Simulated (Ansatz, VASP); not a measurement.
# Zr3C2Cl2 (Zr3C2Cl2 MXene sheet): VASP beside Ansatz

Aim: how closely do two programs agree when they are given the same cell, functional and k mesh? The structure shown is the start of the Ansatz relaxation below; VASP solves that cell, so the two are compared at the walk's first step.

Main program and level: Ansatz 0.2.0; plane waves, with VASP 6.6.1 beside it; single point at PBE.

### Step 1. The structure

The cell holds 7 atoms: 2 Cl, 3 Zr and 2 C. Its edges and angles: a = 3.417 Å, b = 3.417 Å, c = 41.121 Å, α = 90.0°, β = 90.0°, γ = 120.0°. It derives from Zr3C2Cl2. Vacuum lies along c. The height across the vacuum is the one that the program set for its solve, not the one typed.

### Step 2. Ansatz: relaxation, PBE

Ansatz runs on its default PAW (the set named soft_2) files.

The two programs are compared at the cell with which this relaxation starts, whose forces are those of its first step.

input.yaml

```yaml
crystal:
  lattice:
    - [3.4173363296, 0.0, 0.0]
    - [-1.7086681648, 2.9595000747, 0.0]
    - [0.0, 0.0, 39.5345325879]
  atoms:
    - { symbol: Cl, position: [0.0, 0.0, 0.139617184] }
    - { symbol: Zr, position: [0.3333333333, 0.6666666667, 0.18554125] }
    - { symbol: C, position: [0.6666666667, 0.3333333333, 0.2136673481] }
    - { symbol: Zr, position: [0.0, 0.0, 0.2491492717] }
    - { symbol: C, position: [0.3333333333, 0.6666666667, 0.2846311952] }
    - { symbol: Zr, position: [0.6666666667, 0.3333333333, 0.3127572933] }
    - { symbol: Cl, position: [0.0, 0.0, 0.3586813593] }
  periodic: [true, true, false]
kpoints:
  mp_grid: { grid: [9, 9, 1] }
hamiltonian:
  xc: pbe
scf:
  occupations: { method: methfessel_paxton, width: 0.2 }
output:
  forces: true
  stress: true
  eigenvalues: true
relax:
  adjacent_minimum: "off"
  f_tol: 0.001
  max_steps: 60
  cell: { stress_2d_tol: 0.002 }
```

Launch:

```
> ansatz run input.yaml --threads 4 --pin off --max-ram 16384MiB --backend cpu --events-out ev --progress --plain --runs-dir out
```

Numbers of over 12 decimals in the logs are rounded to 6 here.

What it wrote:

```text
Warning: crystal.periodic: the lattice vector that does not repeat stood 0.000° off the slab's normal, 39.535 Å along it as the deck builds it. The run solves the slab on a vector along the normal, 41.121 Å long, with every atom where it was (on the deck's vector they left 30.87 Å outside them, and the widest stretch free of ions among them is 1.82 Å). A fractional position that the run reports is one of the run's ce [...]
crystal.periodic: the lattice vector that does not repeat stood 0.000° off the slab's normal, 39.535 Å along it as the deck builds it. The run solves the slab on a vector along the normal, 41.121 Å long, with every atom where it was (on the deck's vector they left 30.87 Å outside them, and the widest stretch free of ions among them is 1.82 Å). A fractional position that the run reports is one of the run's cell, which [...]
Engine: ansatz 0.2.0, aarch64-unknown-linux-gnu
Pseudopotentials: kind: paw
Pseudopotential: Cl, paw, valence charge 7, recommended cutoff 420 eV (normal), Cl.paw.azcp
Pseudopotential: Zr, paw, valence charge 12, recommended cutoff 420 eV (normal), Zr.paw.azcp
Pseudopotential: C, paw, valence charge 4, recommended cutoff 420 eV (normal), C.paw.azcp
Functional definition: PBE
  parameter kappa = 0.804
  parameter beta = 0.066725
  exchange = pbe_x(kappa = kappa, mu = beta*pi^2/3)
  correlation = pbe_c(beta = beta)
Crystal: 7 atoms, lattice volume = 415.884 Å³
Basis set: ecut = 420 eV, 8141 PW (Γ), exchange–correlation on 48×48×576 points (8 copies of the dense FFT grid, shifted against one another)
Bands: 36, of which v1, the nominal top of the filled ones, is band 29 counted from 1 (28 counted from 0)
Symmetry: 12 space group operations
Space group: P-3m1 (ITA 164), of the structure as read, at distance tolerance 7.5e-5 Å
k-points: 12 of 81
Non-local potential: Cl, projectors of the file, l = 0: 2, l = 1: 2, l = 2: 2
Non-local potential: Zr, projectors of the file, l = 0: 3, l = 1: 2, l = 2: 2, l = 3: 2
Non-local potential: C, projectors of the file, l = 0: 2, l = 1: 2, l = 2: 1
PAW form: soft (Blöchl's): semilocal exchange-correlation on the pseudo side does not see the compensation charge
PAW one-centre angular grid: Cl, 110 points (default); XC on 64 Gauss nodes
PAW one-centre angular grid: Zr, 590 points (default); XC on 64 Gauss nodes
PAW one-centre angular grid: C, 110 points (default); XC on 64 Gauss nodes
[...]
SCF iter   4: F=—  HF=-15221.761889 eV  |F-HF|=—  |Δ(HF+E_count)|=   4.06e-9  S|Δr|=    0.00e0  Δρ=7.33e-7  dr2=4.82e-9  ethr=1.91e-10  ⟨swp⟩=3.1  Hψ=786  notcnv=0
SCF iter   5: F=-15221.761889 eV  HF=-15221.761889 eV  |F-HF|=8.26e-10  |Δ(HF+E_count)|=   5.54e-9  S|Δr|=    0.00e0  Δρ=1.77e-7  dr2=8.39e-11  ethr=1.00e-12  ⟨swp⟩=9.2  Hψ=2499  notcnv=0
SCF 3 converged in 5 iterations: F = -15221.761889 eV  dr2 = 8.39e-11
relax step   3: F+E_penalty+E_count = -15221.76188939 eV  Δ(F+E_penalty+E_count) = -7.353e-6 eV  max|allowed force component| = 2.856e-3 eV/Å  Δτ_max = 0.0008 Å  P = +0.006 N/m  Ω = 415.853 Å³  energy of the carried Pulay correction = +5.270e-6 eV  fix = [c, alpha, beta]  reactions: c +0.000 N/m  (5 SCF iters, dr2 threshold 4.88e-10 eV, accepted)
[...]
relax step   4: F+E_penalty+E_count = -15221.76188598 eV  Δ(F+E_penalty+E_count) = +3.403e-6 eV  max|allowed force component| = 4.668e-4 eV/Å  Δτ_max = 0.0003 Å  P = +0.001 N/m  Ω = 415.877 Å³  energy of the carried Pulay correction = +1.160e-6 eV  fix = [c, alpha, beta]  reactions: c +0.000 N/m  (5 SCF iters, dr2 threshold 5.10e-10 eV, accepted)
[...]
relax step   5: F+E_penalty+E_count = -15221.76188306 eV  Δ(F+E_penalty+E_count) = +2.926e-6 eV  max|allowed force component| = 4.699e-4 eV/Å  Δτ_max = 0.0000 Å  P = +0.001 N/m  Ω = 415.877 Å³  fix = [c, alpha, beta]  reactions: c +0.000 N/m  stress off target by 1.30e-3 N/m on what of the cell is left free  SCF on the basis re-selected at this cell (its energy is not comparable with the rows above)  (7 SCF iters)
basis re-selected at this cell: Δ(F+E_penalty+E_count) = +2.926e-6 eV, ΔP = -0.000 N/m vs the last step (what re-selecting the basis moved, of the pressure what is left beyond the Pulay correction that the steps carried, after the strain that the cell walked since its last selection, with what the two solves' SCF thresholds leave and, on support functions, any second-order correction that the steps lacked; it is no m [...]
SCF converged after 7 iterations
Stability not checked: this state was not tested for a lower state beside it, because cold or Methfessel-Paxton smearing, or corrected tetrahedra, fill the levels in a way that the test cannot read (fill_not_monotonic; see scf.lower_state_search)
Free energy (F): -15221.761883 eV
Harris-Foulkes:  -15221.761883 eV  (|F-HF|=5.82e-11)
Internal energy: -15221.759577 eV  (E = F + TS)
E sigma→0 (E₀):  -15221.761307 eV
Entropy (-TS):   -0.002306 eV (-0.329 meV/atom)
Fermi energy:    -4.356223 eV
--- Per-component energies (eV) ---
  E_band       = -1245.941838
  E_kinetic    = 1501.998617
  E_local      = -215774.933270  (includes V_loc(G=0)·N_el)
  E_nonlocal   = 345.228583
  E_hartree    = 106934.284166
  E_xc         = -799.927847
  E_vxc        = -942.152027  (∫ρ·V_xc dr)
  E_paw        = -10376.457631  (= ΣΔE_a)
  E_vpaw       = -244.652302  (= ΣTr[D̂ρ^β])
  E_aug_tail   = 0.000261  (compensation charges beyond the density's cutoff)
  E_ewald      = 102948.047543
  E_smearing   = -0.002306  (= −TS)
  E_closure    = -0.000000  (closes the sum)
  Σ components = -15221.761883   (vs F -15221.761883, Δ=0.00e0)
--- Forces (eV/Å), atoms counted from 1 ---
  atom   1  Cl     0.00000000     0.00000000     0.00020074
  atom   2  Zr     0.00000000    -0.00000000    -0.00046991
  atom   3  C      0.00000000     0.00000000     0.00007096
  atom   4  Zr     0.00000000     0.00000000     0.00000000
  atom   5  C      0.00000000    -0.00000000    -0.00007096
  atom   6  Zr     0.00000000     0.00000000     0.00046991
  atom   7  Cl     0.00000000    -0.00000000    -0.00020074
  max |Σ_I F_I| component: 2.71e-20 eV/Å
--- 2D stress c σ (N/m, compression-positive) ---
        0.001304      -0.000000       0.000000
        0.000000       0.001304       0.000000
        0.000000       0.000000       0.000000
  P = ½ c Tr σ = 0.0013 N/m
--- Band table (eV; the first three rows and the last of 12) ---
  k-point 0: bands = [... 25 lower, -6.7900, -6.3550, -6.3550, -4.1650, -4.1650, -3.5885, -3.0024, -3.0024, ... 3 higher]
  k-point 1: bands = [... 25 lower, -6.8136, -6.7761, -6.4762, -4.5371, -3.9106, -3.6171, -3.0401, -2.8698, ... 3 higher]
  k-point 2: bands = [... 25 lower, -7.3564, -6.8897, -6.5910, -5.3291, -3.5858, -3.2547, -2.8781, -2.7265, ... 3 higher]
  k-point 11: bands = [... 25 lower, -7.4868, -7.0807, -7.0807, -3.3070, -3.3070, -3.1900, -2.7031, -2.2910, ... 3 higher]
--- Relaxed structure (4 steps of the walk, 4 accepted, 1 SCFs on fresh bases) ---
  F+E_penalty+E_count = -15221.76188306 eV   max|allowed force component| = 4.699e-4 eV/Å   (the final SCF, on the basis selected at the relaxed cell)
  cell:  # Å, volume = 415.8768 Å³
    - [3.417308, 0, 0]
    - [-1.708654, 2.959476, 0]
    - [0, 0, 41.121200]
  atoms:
    - { symbol: Cl, position: [0, 0, 0.134239] }
    - { symbol: Zr, position: [0.333333, 0.666667, 0.178383] }
    - { symbol: C, position: [0.666667, 0.333333, 0.205434] }
    - { symbol: Zr, position: [0, 0, 0.239536] }
    - { symbol: C, position: [0.333333, 0.666667, 0.273638] }
    - { symbol: Zr, position: [0.666667, 0.333333, 0.300688] }
    - { symbol: Cl, position: [0, 0, 0.344832] }
```

### Step 3. VASP: single point, PBE, start cell, pair 1

The same cell, functional, mesh and smearing now go to VASP, with its own data sets.

Lines of VASP's logs that name or quote its potential files are left out, and so is its time.

INCAR

```
SYSTEM = Zr3C2Cl2
PREC = Accurate
ENCUT = 520
EDIFF = 1E-06
NELM = 120
ISMEAR = 1
SIGMA = 0.2
LREAL = .FALSE.
ALGO = Normal
GGA = PE
NBANDS = 36
LASPH = .TRUE.
LORBIT = 11
LWAVE = .FALSE.
LCHARG = .FALSE.
ISIF = 2
LDIPOL = .TRUE.
IDIPOL = 3
DIPOL = 0.5 0.5 0.24
LVHAR = .TRUE.
GGA_COMPAT = .FALSE.
NELMDL = -8
KPAR = 2
```

POSCAR

```
Zr3C2Cl2
1.0
    3.4173360000      0.0000000000      0.0000000000
   -1.7086680000      2.9595000000      0.0000000000
    0.0000000000      0.0000000000     41.1212000000
Cl Zr C
2 3 2
Direct
    0.0000000000      0.0000000000      0.1342300322
    0.0000000000      0.0000000000      0.3448415902
    0.3333333333      0.6666666667      0.1783821241
    0.0000000000      0.0000000000      0.2395358112
    0.6666666667      0.3333333333      0.3006894984
    0.6666666667      0.3333333333      0.2054229692
    0.3333333333      0.6666666667      0.2736486532
```

KPOINTS

```
Automatic mesh
0
Gamma
9 9 1
0 0 0
```

Potentials, in the order of the species: Cl, Zr_sv and C (PBE family, release 64).

Launch:

```
> mpirun -np 2 vasp_std
```

What it wrote:

```text
[banner, memory and clock lines left out]
running    2 mpi-ranks, on    1 nodes
 distrk:  each k-point on    1 cores,    2 groups
 distr:  one band on    1 cores,    1 groups

 POSCAR found type information on POSCAR ClZrC
 POSCAR found :  3 types and       7 ions
 LDA part: xc-table for (Slater+PW92), standard interpolation
 POSCAR, INCAR and KPOINTS ok, starting setup
 FFT: planning ... GRIDC
 FFT: planning ... GRID_SOFT
 FFT: planning ... GRID
 WAVECAR not read
 entering main loop
       N       E                     dE             d eps       ncg     rms          rms(c)
DAV:   1     0.624396960087E+03    0.62440E+03   -0.26615E+04  1016   0.131E+03
DAV:   2     0.450895717795E+01   -0.61989E+03   -0.61314E+03  1196   0.361E+02
DAV:   3    -0.622036805081E+02   -0.66713E+02   -0.66093E+02  1168   0.108E+02
DAV:   4    -0.671774995809E+02   -0.49738E+01   -0.49643E+01  1512   0.290E+01
DAV:   5    -0.673568287033E+02   -0.17933E+00   -0.17930E+00  1324   0.415E+00
DAV:   6    -0.673594990897E+02   -0.26704E-02   -0.26702E-02  1352   0.579E-01
DAV:   7    -0.673596541231E+02   -0.15503E-03   -0.15503E-03  1308   0.106E-01
DAV:   8    -0.673596564650E+02   -0.23419E-05   -0.23412E-05  1336   0.161E-02    0.336E+01
DAV:   9    -0.570739363039E+02    0.10286E+02   -0.59755E+01  1032   0.322E+01    0.126E+01
DAV:  10    -0.571130199454E+02   -0.39084E-01   -0.54591E+00  1176   0.101E+01    0.589E+00
DAV:  11    -0.570735781370E+02    0.39442E-01   -0.10857E+00  1120   0.534E+00    0.154E+00
DAV:  12    -0.570504051815E+02    0.23173E-01   -0.16244E-01  1144   0.195E+00    0.812E-01
DAV:  13    -0.570513155515E+02   -0.91037E-03   -0.36992E-02  1256   0.883E-01    0.294E-01
DAV:  14    -0.570499686715E+02    0.13469E-02   -0.14775E-02  1140   0.423E-01    0.136E-01
[...]
DAV:  21    -0.570504738036E+02   -0.36556E-04   -0.93895E-07   792   0.393E-03    0.129E-03
DAV:  22    -0.570504888724E+02   -0.15069E-04   -0.23198E-07   712   0.197E-03    0.780E-04
DAV:  23    -0.570505074640E+02   -0.18592E-04   -0.42304E-07   732   0.160E-03    0.815E-04
DAV:  24    -0.570505121044E+02   -0.46404E-05   -0.76786E-08   672   0.981E-04    0.368E-04
DAV:  25    -0.570505169829E+02   -0.48785E-05   -0.56528E-08   632   0.746E-04    0.333E-04
DAV:  26    -0.570505181175E+02   -0.11346E-05   -0.23424E-08   616   0.497E-04    0.247E-04
DAV:  27    -0.570505191422E+02   -0.10247E-05   -0.75677E-09   540   0.380E-04    0.178E-04
DAV:  28    -0.570505195255E+02   -0.38331E-06   -0.17424E-09   536   0.241E-04
   1 F= -.57050520E+02 E0= -.57049755E+02  d E =-.229222E-02
```

OUTCAR, selected parts (step 3):

```text
ion  position               nearest neighbor table
   1  0.000  0.000  0.134-   3 2.68   3 2.68   3 2.68
   2  0.000  0.000  0.345-   5 2.68   5 2.68   5 2.68
   3  0.333  0.667  0.178-   6 2.26   6 2.26   6 2.26   1 2.68   1 2.68   1 2.68   4 3.20   4 3.20
                             4 3.20
   4  0.000  0.000  0.240-   6 2.42   7 2.42   6 2.42   7 2.42   6 2.42   7 2.42   3 3.20   3 3.20
                             5 3.20   5 3.20   3 3.20   5 3.20
   5  0.667  0.333  0.301-   7 2.26   7 2.26   7 2.26   2 2.68   2 2.68   2 2.68   4 3.20   4 3.20
                             4 3.20
   6  0.667  0.333  0.205-   3 2.26   3 2.26   3 2.26   4 2.42   4 2.42   4 2.42
   7  0.333  0.667  0.274-   5 2.26   5 2.26   5 2.26   4 2.42   4 2.42   4 2.42

  LATTYP: Found a hexagonal cell.
 ALAT       =     3.4173360000
 C/A-ratio  =    12.0331158540

 Subroutine GETGRP returns: Found 12 space group operations
 (whereof  6 operations were pure point group operations)

The static configuration has the point symmetry C_3v.
 The point group associated with its full space group is D_3d.

 Found     12 irreducible k-points:

   k-points           NKPTS =     12   k-points in BZ     NKDIM =     12   number of bands    NBANDS=     36

   dimension x,y,z NGX =    28 NGY =   28 NGZ =  320
   dimension x,y,z NGXF=    56 NGYF=   56 NGZF=  640

   ENCUT  =  520.0 eV  38.22 Ry    6.18 a.u.   6.35  6.35 76.46*2*pi/ulx,y,z

   NELECT =      58.0000    total number of electrons

 k-points in reciprocal lattice and weights: Automatic mesh
   0.00000000  0.00000000  0.00000000       0.012
   0.11111111 -0.00000000  0.00000000       0.074
   0.22222222 -0.00000000  0.00000000       0.074
   0.33333333 -0.00000000  0.00000000       0.074
   0.44444444 -0.00000000  0.00000000       0.074
   0.11111111  0.11111111  0.00000000       0.074
   0.22222222  0.11111111  0.00000000       0.148
   0.33333333  0.11111111  0.00000000       0.148
   0.44444444  0.11111111  0.00000000       0.074
   0.22222222  0.22222222  0.00000000       0.074
   0.33333333  0.22222222  0.00000000       0.148
   0.33333333  0.33333333  0.00000000       0.025

 dipolmoment           0.000000      0.000000     -0.000002 electrons x Angstroem

 average (electrostatic) potential at core
       1 -97.9796       2 -97.9796       3 -84.9604       4 -84.2715       5 -84.9604
       6 -55.0555       7 -55.0555

 E-fermi :  -0.8162

 k-point     1 :       0.0000    0.0000    0.0000
  band No.  band energies     occupation
    ...
     24      -3.7740      2.00000
     25      -3.7740      2.00000
     26      -3.2515      2.00000
     27      -2.8176      2.00000
     28      -2.8176      2.00000
     29      -0.6239     -0.04132
     30      -0.6239     -0.04132
     31      -0.0475     -0.00000
     32       0.5417     -0.00000
     33       0.5417     -0.00000
    ...

 k-point     2 :       0.1111   -0.0000    0.0000
  band No.  band energies     occupation
    ...
     25      -3.8067      2.00000
     26      -3.2745      2.00000
     27      -3.2375      2.00000
     28      -2.9378      2.00000
     29      -0.9963      2.02297
     30      -0.3697     -0.00704
     31      -0.0764     -0.00000
     32       0.5036     -0.00000
     33       0.6735     -0.00000
     34       0.9583     -0.00000
    ...

 k-point     3 :       0.2222   -0.0000    0.0000
  band No.  band energies     occupation
    ...
     25      -3.8208      2.00000
     26      -3.8169      2.00000
     27      -3.3501      2.00000
     28      -3.0513      2.00000
     29      -1.7886      2.00000
     30      -0.0446     -0.00000
     31       0.2863     -0.00000
     32       0.6663     -0.00000
     33       0.8170     -0.00000
     34       1.0711     -0.00000
    ...

  Total        0.0405582      0.0405582      0.0405867      0.0000000      0.0000000      0.0000000
  in kB        0.1562490      0.1562490      0.1563589      0.0000000      0.0000000      0.0000000
  external PRESSURE =       0.1562856 kB  Pullay stress =       0.0000000 kB

  energy-cutoff  :      520.00
  volume of cell :      415.88
      direct lattice vectors                 reciprocal lattice vectors
     3.417336000  0.000000000  0.000000000     0.292625601  0.168947457  0.000000000
    -1.708668000  2.959500000  0.000000000     0.000000000  0.337894915  0.000000000
     0.000000000  0.000000000 41.121200000     0.000000000  0.000000000  0.024318356

 POSITION                                       TOTAL-FORCE (eV/Angst)
 -----------------------------------------------------------------------------------
      0.00000      0.00000      5.51970        -0.000000     -0.000000     -0.004082
      0.00000      0.00000     14.18030         0.000000      0.000000      0.004082
     -0.00000      1.97300      7.33529        -0.000000      0.000000     -0.017125
      0.00000      0.00000      9.85000         0.000000      0.000000     -0.000000
      1.70867      0.98650     12.36471         0.000000     -0.000000      0.017125
      1.70867      0.98650      8.44724        -0.000000     -0.000000      0.006958
     -0.00000      1.97300     11.25276         0.000000      0.000000     -0.006958
 -----------------------------------------------------------------------------------
    total drift:                                0.000000     -0.000000     -0.000081

  FREE ENERGIE OF THE ION-ELECTRON SYSTEM (eV)
  ---------------------------------------------------
  free  energy   TOTEN  =       -57.0505195255 eV

  energy  without entropy=      -57.0482273046  energy(sigma->0) =      -57.04975545

 vacuum level on the upper side and lower side of the slab         3.525         3.525

 total charge
# of ion       s       p       d       tot
------------------------------------------
    1        1.602   3.544   0.000   5.146
    2        1.602   3.544   0.000   5.146
    3        2.170   6.012   1.645   9.828
    4        2.162   6.027   1.612   9.801
    5        2.170   6.012   1.645   9.828
    6        0.877   1.492   0.000   2.369
    7        0.877   1.492   0.000   2.369
--------------------------------------------------
tot         11.461  28.124   4.902  44.486

[... 3 further parts left out ...]
```

The run ends at a pressure of 0.02 GPa, with forces up to 0.017 eV/Å.

### Step 4. Side by side

Known differences besides the potentials themselves: Ansatz cuts the interaction across the vacuum, VASP repeats the sheet with a dipole correction; the cutoff is 420 eV in Ansatz and 520 eV in VASP. Total energies have different zeros and are not compared.

At this near-relaxed geometry the largest component of a force difference is 12 meV/Å. With vacuum in the cell, a pressure given here is an average over mostly empty space and none of the material.

(Continued in part 2 of 2.)

[Lines on the potential files, build, host, timing and source positions are cut from VASP's logs without a mark.]

[Logs are printed without paths, hosts, clocks, repeated set-up lines and the standing remarks that a program may print on its own settings, such as how far it seeks lower states.]

[Hosts, paths, dates, database ids (printed as entryN), source tags and the programs' standing remarks are cut or masked in the printed files.]
